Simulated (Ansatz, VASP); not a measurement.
## Ge (Germanium) in two plane-wave programs

One calculation is typed for both programs; each brings its own data sets. How far apart do they land? The cell is taken from a series of runs on this material, whose earlier steps may have relaxed, scaled, displaced or heated it; both programs get it as it stands.

Calculated with Ansatz 0.2.0; plane waves, with VASP 6.6.1 beside it; zone-centre phonons at LDA.

## (1) Starting point

The structure is cubic, space group Fd-3m (No. 227). Conventional cell: a = 5.621 Å, b = 5.621 Å, c = 5.621 Å, α = 90.00°, β = 90.00°, γ = 90.00°. Nearest to Ge lie 4 Ge at 2.43 Å.

Structure file:

```cif
data_structure
_symmetry_space_group_name_H-M 'P 1'
_symmetry_Int_Tables_number 1
_cell_length_a 3.9749
_cell_length_b 3.9749
_cell_length_c 3.9749
_cell_angle_alpha 60.000
_cell_angle_beta 60.000
_cell_angle_gamma 60.000
_cell_volume 44.41
loop_
_atom_site_label
_atom_site_type_symbol
_atom_site_fract_x
_atom_site_fract_y
_atom_site_fract_z
_atom_site_occupancy
Ge1 Ge 0.50000 0.50000 0.50000 1
Ge2 Ge 0.75000 0.75000 0.75000 1
```

## (2) VASP: zone-centre phonons, LDA

Second derivatives magnify differences that forces hide, and they need a tight electronic threshold.

Lines of VASP's logs that name or quote its potential files are left out, and so is its time.

The input, INCAR:

```
SYSTEM = Ge
PREC = Accurate
ENCUT = 500
EDIFF = 1E-08
NELM = 120
ISMEAR = -1
SIGMA = 0.03
LREAL = .FALSE.
ALGO = Normal
GGA = CA
NELECT = 28.04441
NBANDS = 20
LORBIT = 11
LWAVE = .FALSE.
LCHARG = .FALSE.
ISIF = 2
IBRION = 8
LASPH = .TRUE.
GGA_COMPAT = .FALSE.
KPAR = 2
```

The input, POSCAR:

```
Ge
1.0
    0.0000000000      2.8107112928      2.8107112928
    2.8107112928      0.0000000000      2.8107112928
    2.8107112928      2.8107112928      0.0000000000
Ge
2
Direct
    0.5000000000      0.5000000000      0.5000000000
    0.7500000000      0.7500000000      0.7500000000
```

The input, KPOINTS:

```
Automatic mesh
0
Gamma
24 24 24
0 0 0
```

Potentials, in the order of the species: Ge_d (LDA family, release 64).

Run with:

```
$ mpirun -np 2 vasp_std
```

Numbers of over 12 decimals in the logs are rounded to 6 here.

The program printed:

```text
[banner, memory and clock lines left out]
running    2 mpi-ranks, on    1 nodes
 distrk:  each k-point on    1 cores,    2 groups
 distr:  one band on    1 cores,    1 groups

 POSCAR found type information on POSCAR Ge
 POSCAR found :  1 types and       2 ions
 LDA part: xc-table for (Slater(with rela. corr.)+CA(PZ))
 , standard interpolation
 POSCAR, INCAR and KPOINTS ok, starting setup
 FFT: planning ... GRIDC
 FFT: planning ... GRID_SOFT
 FFT: planning ... GRID
 WAVECAR not read
 entering main loop
       N       E                     dE             d eps       ncg     rms          rms(c)
DAV:   1     0.182671668068E+03    0.18267E+03   -0.14704E+04 17728   0.371E+03
DAV:   2     0.148061424367E+02   -0.16787E+03   -0.16343E+03 16548   0.580E+02
DAV:   3    -0.957668848036E+01   -0.24383E+02   -0.24200E+02 18592   0.143E+02
DAV:   4    -0.103345407587E+02   -0.75785E+00   -0.75727E+00 18624   0.297E+01
DAV:   5    -0.103467583230E+02   -0.12218E-01   -0.12217E-01 18428   0.408E+00BRMIX: very serious problems
 the old and the new charge density differ
 old charge density:    28.00000 new   28.04441
BRMIX: very serious problems
 the old and the new charge density differ
 old charge density:    28.00000 new   28.04441
    0.338E+00
DAV:   6    -0.102158956215E+02    0.13086E+00   -0.44974E-02 18360   0.155E+00    0.193E+00
DAV:   7    -0.101539069182E+02    0.61989E-01   -0.78609E-02 17344   0.211E+00    0.142E-01
DAV:   8    -0.101546171792E+02   -0.71026E-03   -0.58190E-03 18580   0.863E-01    0.366E-02
DAV:   9    -0.101546363377E+02   -0.19158E-04   -0.82024E-05 20744   0.102E-01    0.127E-02
DAV:  10    -0.101546330958E+02    0.32418E-05   -0.14299E-05 22540   0.657E-02    0.437E-03
DAV:  11    -0.101546326542E+02    0.44164E-06   -0.17243E-06 20660   0.147E-02    0.186E-03
DAV:  12    -0.101546326465E+02    0.76898E-08   -0.18190E-07 22508   0.711E-03    0.298E-04
DAV:  13    -0.101546326471E+02   -0.62937E-09   -0.93016E-09 11496   0.155E-03
   1 F= -.10154633E+02 E0= -.10154292E+02  d E =-.681407E-03
 Linear response reoptimize wavefunctions to high precision
DAV:   1    -0.101546326470E+02    0.12733E-09   -0.35132E-09 13364   0.101E-03
DAV:   2    -0.101546326470E+02   -0.34561E-10   -0.55948E-10  9660   0.252E-04
 Linear response DOF=           1
 Linear response progress:
  Degree of freedom:   1/  1
       N       E                     dE             d eps       ncg     rms          rms(c)
RMM:   1    -0.188121270516E+00   -0.18812E+00    0.85740E+00 95569   0.451E+01
RMM:   2    -0.195638750913E+00   -0.75175E-02   -0.13705E-02127321   0.111E+00    0.746E-02
RMM:   3    -0.195715979850E+00   -0.77229E-04   -0.95233E-04135059   0.319E-01    0.429E-02
RMM:   4    -0.195682294402E+00    0.33685E-04   -0.65302E-05143974   0.811E-02    0.467E-03
RMM:   5    -0.195688948031E+00   -0.66536E-05   -0.22302E-06138946   0.186E-02    0.232E-03
RMM:   6    -0.195699579642E+00   -0.10632E-04   -0.19068E-07140804   0.510E-03    0.315E-04
RMM:   7    -0.195698796116E+00    0.78353E-06    0.81883E-08144363   0.166E-03    0.195E-04
RMM:   8    -0.195698335567E+00    0.46055E-06    0.16331E-08145874   0.581E-04    0.381E-05
RMM:   9    -0.195698169999E+00    0.16557E-06    0.96195E-08146375   0.264E-04    0.157E-05
RMM:  10    -0.195698255773E+00   -0.85774E-07    0.69414E-08147226   0.125E-04    0.516E-06
RMM:  11    -0.195698269155E+00   -0.13381E-07    0.43423E-08148565   0.722E-05    0.250E-06
RMM:  12    -0.195698287561E+00   -0.18407E-07    0.30583E-08152033   0.484E-05    0.145E-06
RMM:  13    -0.195698304665E+00   -0.17104E-07    0.28097E-08152902   0.378E-05    0.237E-07
RMM:  14    -0.195698301927E+00    0.27382E-08    0.18147E-08132681   0.320E-05    0.257E-07
 first order change of Fermi-energy   0.26008E-04
 force on displaced ion       1 direction 1 : -11.323  -0.000  -0.000
 Linear response finished
```

OUTCAR, selected parts (step 2):

```text
NELECT = 28.04441

 ion  position               nearest neighbor table
   1  0.500  0.500  0.500-   2 2.43   2 2.43   2 2.43   2 2.43
   2  0.750  0.750  0.750-   1 2.43   1 2.43   1 2.43   1 2.43

  LATTYP: Found a face centered cubic cell.
 ALAT       =     5.6214225856

 Subroutine GETGRP returns: Found 48 space group operations
 (whereof 24 operations were pure point group operations)

The static configuration has the point symmetry T_d .
 The point group associated with its full space group is O_h .

 Found    413 irreducible k-points:

   k-points           NKPTS =    413   k-points in BZ     NKDIM =    413   number of bands    NBANDS=     20

   dimension x,y,z NGX =    30 NGY =   30 NGZ =   30
   dimension x,y,z NGXF=    60 NGYF=   60 NGZF=   60

   ENCUT  =  500.0 eV  36.75 Ry    6.06 a.u.   7.25  7.25  7.25*2*pi/ulx,y,z

 k-points in reciprocal lattice and weights: Automatic mesh
   0.00000000  0.00000000  0.00000000       0.000
   0.04166667  0.00000000  0.00000000       0.001
   0.08333333  0.00000000  0.00000000       0.001
   0.12500000  0.00000000  0.00000000       0.001
   0.16666667  0.00000000  0.00000000       0.001
   0.20833333  0.00000000  0.00000000       0.001
   0.25000000  0.00000000  0.00000000       0.001
   0.29166667  0.00000000  0.00000000       0.001
   0.33333333  0.00000000  0.00000000       0.001
[...]
-0.29166667  0.50000000  0.20833333       0.001
  -0.25000000  0.50000000  0.25000000       0.000

 average (electrostatic) potential at core
       1 -75.2261       2 -75.2261

  Total        0.5530320      0.5530320      0.5530320     -0.0000000      0.0000000     -0.0000000
  in kB       19.9518010     19.9518010     19.9518010     -0.0000000      0.0000000     -0.0000000
  external PRESSURE =      19.9518010 kB  Pullay stress =       0.0000000 kB

  energy-cutoff  :      500.00
  volume of cell :       44.41
      direct lattice vectors                 reciprocal lattice vectors
     0.000000000  2.810711293  2.810711293    -0.177890914  0.177890914  0.177890914
     2.810711293  0.000000000  2.810711293     0.177890914 -0.177890914  0.177890914
     2.810711293  2.810711293  0.000000000     0.177890914  0.177890914 -0.177890914

 POSITION                                       TOTAL-FORCE (eV/Angst)
 -----------------------------------------------------------------------------------
      2.81071      2.81071      2.81071         0.000000      0.000000      0.000000
      4.21607      4.21607      4.21607        -0.000000     -0.000000     -0.000000
 -----------------------------------------------------------------------------------
    total drift:                                0.000000     -0.000000      0.000000

 Eigenvectors and eigenvalues of the dynamical matrix
 ----------------------------------------------------

   1 f  =    8.730552 THz    54.855677 2PiTHz  291.219872 cm-1    36.106646 meV
             X         Y         Z           dx          dy          dz
      2.810711  2.810711  2.810711     0.000000   -0.707107    0.000000
      4.216067  4.216067  4.216067     0.000000    0.707107    0.000000

   2 f  =    8.730552 THz    54.855677 2PiTHz  291.219872 cm-1    36.106646 meV
             X         Y         Z           dx          dy          dz
      2.810711  2.810711  2.810711    -0.707107    0.000000    0.000000
      4.216067  4.216067  4.216067     0.707107    0.000000    0.000000

   3 f  =    8.730552 THz    54.855677 2PiTHz  291.219872 cm-1    36.106646 meV
             X         Y         Z           dx          dy          dz
      2.810711  2.810711  2.810711     0.000000    0.000000   -0.707107
      4.216067  4.216067  4.216067     0.000000    0.000000    0.707107

   4 f  =    0.000000 THz     0.000000 2PiTHz    0.000000 cm-1     0.000000 meV
             X         Y         Z           dx          dy          dz
      2.810711  2.810711  2.810711     0.707107    0.000000    0.000000
      4.216067  4.216067  4.216067     0.707107    0.000000    0.000000

   5 f  =    0.000000 THz     0.000000 2PiTHz    0.000000 cm-1     0.000000 meV
             X         Y         Z           dx          dy          dz
      2.810711  2.810711  2.810711     0.000000    0.707107    0.000000
      4.216067  4.216067  4.216067     0.000000    0.707107    0.000000

   6 f  =    0.000000 THz     0.000000 2PiTHz    0.000000 cm-1     0.000000 meV
             X         Y         Z           dx          dy          dz
      2.810711  2.810711  2.810711     0.000000    0.000000    0.707107
      4.216067  4.216067  4.216067     0.000000    0.000000    0.707107

 ELASTIC MODULI CONTR FROM IONIC RELAXATION (kBar)
 Direction    XX          YY          ZZ          XY          YZ          ZX
 --------------------------------------------------------------------------------
 XX          -0.0000     -0.0000     -0.0000     -0.0000     -0.0000      0.0000
 YY          -0.0000     -0.0000     -0.0000     -0.0000     -0.0000      0.0000
 ZZ          -0.0000     -0.0000     -0.0000     -0.0000     -0.0000      0.0000
 XY          -0.0000     -0.0000     -0.0000   -253.6961     -0.0000      0.0000
 YZ          -0.0000     -0.0000     -0.0000     -0.0000   -253.6961      0.0000
 ZX           0.0000      0.0000      0.0000      0.0000      0.0000   -253.6961
 --------------------------------------------------------------------------------
```

The cell is charged against a uniform background.

## (3) Ansatz: zone-centre phonons, LDA

Ansatz runs on its PAW soft_1 files.

The same cell, functional (in two slightly different forms), mesh and smearing now go to Ansatz, which takes its cutoff from its data sets.

The input, input.yaml:

```yaml
crystal:
  lattice:
    - [0.0, 2.8107112928, 2.8107112928]
    - [2.8107112928, 0.0, 2.8107112928]
    - [2.8107112928, 2.8107112928, 0.0]
  atoms:
    - { symbol: Ge, position: [0.5, 0.5, 0.5] }
    - { symbol: Ge, position: [0.75, 0.75, 0.75] }
total_charge: -0.04441
kpoints:
  mp_grid: { grid: [24, 24, 24] }
hamiltonian:
  xc: lda
  pseudopotentials: { kind: paw, azcp: { folder: soft_1 }, xc_functional: pbe }
scf:
  occupations: { method: fermi_dirac, width: 0.03 }
output:
  eigenvalues: true
phonons:
  method: dfpt
```

Run with:

```
$ ansatz run input.yaml --threads 8 --pin off --max-ram 16384MiB --backend cpu --events-out ev --progress --plain --runs-dir out
```

The program printed:

```text
zone centre: on kpoints.mp_grid the ground state, and the responses unless they are solved on pairs of k-points, stand on 1063 of the mesh's 13824 k-points, reduced under 8 symmetry operations, with k and −k counted as one. Each operation leaves every solved displacement unchanged or reverses it
Engine: ansatz 0.2.0, x86_64-unknown-linux-gnu
Pseudopotentials: kind: paw
Pseudopotential: Ge, paw, valence charge 14, recommended cutoff 420 eV (normal), soft_1/Ge.paw.azcp
Functional definition: SPW92
  exchange = slater_x
  correlation = pw_c
Crystal: 2 atoms, lattice volume = 44.410 Å³
Basis set: ecut = 420 eV, 893 PW (Γ), exchange–correlation on 64×64×64 points (8 copies of the dense FFT grid, shifted against one another)
Bands: 19, of which v1, the nominal top of the filled ones, is band 14 counted from 1 (13 counted from 0)
Symmetry: 48 space group operations
k-points: 1063 of 13824 (irreducible under 8 space group operations, time reversal used)
Non-local potential: Ge, projectors of the file, l = 0: 2, l = 1: 2, l = 2: 3, l = 3: 1
PAW form: soft (Blöchl's): semilocal exchange-correlation on the pseudo side does not see the compensation charge
PAW frozen core: Ge, regenerated for the run's functional, and the local potential with it (the file was generated under x = pbe(κ = 0.804, μ = 0.219515), c = pbe(β = 0.066725))
PAW one-centre angular grid: Ge, 590 points (default); XC on 64 Gauss nodes
Initial density: superposition of atomic densities (chi_scale 0.1, normalization cell)
Initial wavefunctions: pseudopotential atomic-orbital guess
Functional: x = slater, c = lda
SCF iter   1: F=—  HF=-8431.178910 eV  |F-HF|=—  |Δ(HF+E_count)|=         —  Δρ=3.47e-2  dr2=4.81e-1  ethr=3.10e-3  ⟨swp⟩=6.0  Hψ=100578  notcnv=0
preconditioner: auto → Kerker (q_TF=auto, 2.527 Å⁻¹)  [metal: Δε(μ)=0.011 eV  Ē_g=24.175 eV  σ=0.030 eV  W_gap=0.09  n_scr=14 (ndim 8)  ℏωp=29.5 eV  f_vac=0.000  D(μ)=0.17/eV (n_scr^D=0)]
SCF iter   2: F=—  HF=-8431.118712 eV  |F-HF|=—  |Δ(HF+E_count)|=   6.02e-2  Δρ=2.25e-2  dr2=2.30e-1  ethr=1.71e-3  ⟨swp⟩=2.0  Hψ=33210  notcnv=0  defer=687
SCF iter   3: F=—  HF=-8431.064542 eV  |F-HF|=—  |Δ(HF+E_count)|=   5.42e-2  Δρ=3.73e-3  dr2=1.21e-2  ethr=8.22e-4  ⟨swp⟩=2.1  Hψ=28427  notcnv=0  defer=687
SCF iter   4: F=—  HF=-8431.059627 eV  |F-HF|=—  |Δ(HF+E_count)|=   4.92e-3  Δρ=2.86e-3  dr2=4.86e-3  ethr=4.32e-5  ⟨swp⟩=2.0  Hψ=39009  notcnv=0  defer=687
SCF iter   5: F=—  HF=-8431.059392 eV  |F-HF|=—  |Δ(HF+E_count)|=   2.35e-4  Δρ=6.32e-4  dr2=2.34e-4  ethr=1.73e-5  ⟨swp⟩=2.0  Hψ=38873  notcnv=0  defer=687
SCF iter   6: F=—  HF=-8431.059439 eV  |F-HF|=—  |Δ(HF+E_count)|=   4.68e-5  Δρ=9.59e-5  dr2=4.81e-6  ethr=8.34e-7  ⟨swp⟩=3.0  Hψ=34486  notcnv=0  defer=687
SCF iter   7: F=—  HF=-8431.059441 eV  |F-HF|=—  |Δ(HF+E_count)|=   2.38e-6  Δρ=2.10e-5  dr2=1.27e-7  ethr=1.72e-8  ⟨swp⟩=2.0  Hψ=34439  notcnv=0  defer=687
SCF iter   8: F=—  HF=-8431.059441 eV  |F-HF|=—  |Δ(HF+E_count)|=   2.11e-7  Δρ=3.19e-6  dr2=3.35e-9  ethr=4.53e-10  ⟨swp⟩=2.0  Hψ=34096  notcnv=0  defer=687
SCF iter   9: F=—  HF=-8431.059441 eV  |F-HF|=—  |Δ(HF+E_count)|=   5.10e-9  Δρ=4.37e-7  dr2=6.11e-11  ethr=1.19e-11  ⟨swp⟩=2.0  Hψ=34447  notcnv=0  defer=687
SCF iter  10: F=-8431.059441 eV  HF=-8431.059441 eV  |F-HF|=0.00e0  |Δ(HF+E_count)|=  1.07e-10  Δρ=6.17e-8  dr2=1.02e-12  ethr=1.00e-12  ⟨swp⟩=8.7  Hψ=86861  notcnv=0
SCF 1 converged in 10 iterations: F = -8431.059441 eV  dr2 = 1.02e-12
  greatest PAW one-centre occupation: 0.998 electrons in one spin orbital (limit 2), on the Ge atom at site 1 (counted from 0), in its partial waves of l = 2
DFPT response loops at Γ: preconditioner auto → Kerker (q_TF=auto, 2.527 Å⁻¹) (partly filled bands, converged f_vac=0.047); β = 1.00, the filter's whole step (`scf.mixing.beta` (0.50) is not read by the response loops under this deck's `scf.mixing.preconditioner`; to damp them name `kerker` or `kerker_dos`, under which they read `scf.mixing.beta`, and type it under 1.00, their step now; both keys bind the ground state too); Broyden in place of MSR1
SCF converged after 10 iterations
Free energy (F): -8431.059441 eV
Harris-Foulkes:  -8431.059441 eV  (|F-HF|=0.00e0)
Internal energy: -8431.058777 eV  (E = F + TS)
E sigma→0 (E₀):  -8431.059109 eV
Entropy (-TS):   -0.000665 eV (-0.332 meV/atom)
Fermi energy:    9.045780 eV
--- Per-component energies (eV) ---
  E_band       = -304.463393
  E_kinetic    = 187.769417
  E_local      = -4483.468202  (includes V_loc(G=0)·N_el)
  E_nonlocal   = 441.970735
  E_hartree    = 2135.929196
  E_xc         = -143.739017
  E_vxc        = -132.412416  (∫ρ·V_xc dr)
  E_paw        = -3868.804303  (= ΣΔE_a)
  E_vpaw       = -590.181345  (= ΣTr[D̂ρ^β])
  E_aug_tail   = 0.000030  (compensation charges beyond the density's cutoff)
  E_ewald      = -2704.533285
  E_core_change = 3.816653  (= ΣΔE_core)
  E_smearing   = -0.000665  (= −TS)
  E_closure    = -0.000000  (closes the sum)
  E_deformation_potential = -0.639545  (in the stress; not in F)
  Σ components = -8431.059441   (vs F -8431.059441, Δ=0.00e0)
--- Band table (eV; the first three rows and the last of 1063) ---
  k-point 0: bands = [... 10 lower, -4.4817, 8.4774, 8.4811, 8.4811, 8.4811, 11.0113, 11.0113, 11.0113, ... 1 higher]
  k-point 1: bands = [... 10 lower, -4.4601, 7.7258, 8.4345, 8.4345, 9.0866, 11.0730, 11.0730, 11.0955, ... 1 higher]
  k-point 2: bands = [... 10 lower, -4.3954, 6.9120, 8.3091, 8.3091, 9.4232, 11.2396, 11.2396, 11.4053, ... 1 higher]
  k-point 1062: bands = [... 10 lower, -0.4258, -0.4258, 4.4653, 4.4653, 12.7948, 12.7948, 13.1299, 13.1299, ... 1 higher]
--- Phonons (Γ-DFPT): 1 representative perturbation + reference, on 1063 of 13824 k-points (Σ response iterations 3) ---
  k mesh reduced under 8 symmetry operations, with k and −k counted as one. Each operation leaves every solved displacement unchanged or reverses it
  ASR residual: 8.176e-6 → 0.000e0 eV/Å²; symmetrization residual: 1.261e-12 eV/Å²
  ASR residual per site (eV/Å²): 8.18e-6 8.18e-6
  Γ frequencies (cm⁻¹): 0.00 0.00 0.00 289.50 289.50 289.50
  non-analytic LO–TO correction: not included (Born effective charges unavailable; polar crystals: no LO–TO splitting at Γ)
```

Reading the cycles: dr2 is the Hartree energy of the density residual (eV), the measure of convergence; HF is the Harris–Foulkes estimate of the energy, which meets the free energy F at convergence.

## (4) Comparison

Known differences besides the potentials themselves: the two LDA forms differ slightly; the cutoff is 420 eV in Ansatz and 500 eV in VASP; VASP's log shows a relativistic correction to its local exchange, Ansatz's none. Total energies have different zeros and are not compared.

The two programs side by side:

```tsv
quantity	Ansatz	VASP	difference
optical mode 1 to 3 (cm⁻¹)	289.5	291.2	-0.59 %
```

Modes are paired by rising frequency, not by their patterns, so a pair may set unlike modes beside each other; they are those without the splitting of longitudinal modes. The cell carries a charge of -0.04441 e against a uniform background, so its pressure also hangs on how the neutralising background is counted, and in a defect's cell a gap may be the spacing between its levels.

## (5) Outcome

```yaml
r_m_s_difference_of_the_optical_zone_centre_modes_each_program_s_sorted_by_frequency_zone_centre_phonons_lda: 1.7 cm⁻¹
difference_in_optical_mode_1_to_3_zone_centre_phonons_lda: -0.6 %
```

What this shows: The r.m.s. difference of the optical zone-centre modes, each program's sorted by frequency is 1.7 cm⁻¹ (zone-centre phonons, LDA). Among the rows given in per cent, the largest difference of the zone-centre phonons, LDA pair is in optical mode 1 to 3, -0.6 %. How closely two codes agree says nothing of how well the functional describes the real material.

[Lines on the potential files, build, host, timing and source positions are cut from VASP's logs without a mark.]

[Logs are printed without paths, hosts, clocks, repeated set-up lines and the standing remarks that a program may print on its own settings, such as how far it seeks lower states.]

[Hosts, paths, dates, database ids (printed as entryN), source tags and the programs' standing remarks are cut or masked in the printed files.]
